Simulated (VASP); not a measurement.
## Ir (space group Fm-3m): computed properties

Calculation: PBE GGA with D3 dispersion (Becke-Johnson damping), VASP's PBE PAW potentials (set 64) (plane waves; VASP 6.6.1).

```
Item                                                                                                       Value
----------------------------------  ----------------------------------------------------------------------------
space group                                                                                          Fm-3m (225)
cell                                a = 3.8424 Å, b = 3.8424 Å, c = 3.8424 Å, α = 90.00°, β = 90.00°, γ = 90.00°
volume per atom                                                                                    14.18 Å³/atom
band gap (over mesh and band path)                                      none (metal, semimetal or under 0.01 eV)
Hill bulk modulus                                                                                        377 GPa
Hill shear modulus                                                                                       237 GPa
Poisson's ratio                                                                                            0.241
density                                                                                              22.51 g/cm³
C11                                                                                                      638 GPa
C12                                                                                                      247 GPa
C44                                                                                                      269 GPa
```

```
CELL_PARAMETERS angstrom
      0.00000     1.92121     1.92121
      1.92121     0.00000     1.92121
      1.92121     1.92121     0.00000
ATOMIC_POSITIONS crystal
  Ir 0.00000 0.00000 0.00000
```

Finite-difference elastic constants of metals are sensitive to mesh and smearing; shear constants can be off by tens of GPa. Unless said otherwise, spin-orbit coupling is left out, though it shifts the bands of the heavy elements here.

The structure comes from a measured Ir entry (Fm-3m) of the Crystallography Open Database, whose conditions weren't checked. It was relaxed first. Symmetry was kept, so distortions that lower it aren't found.
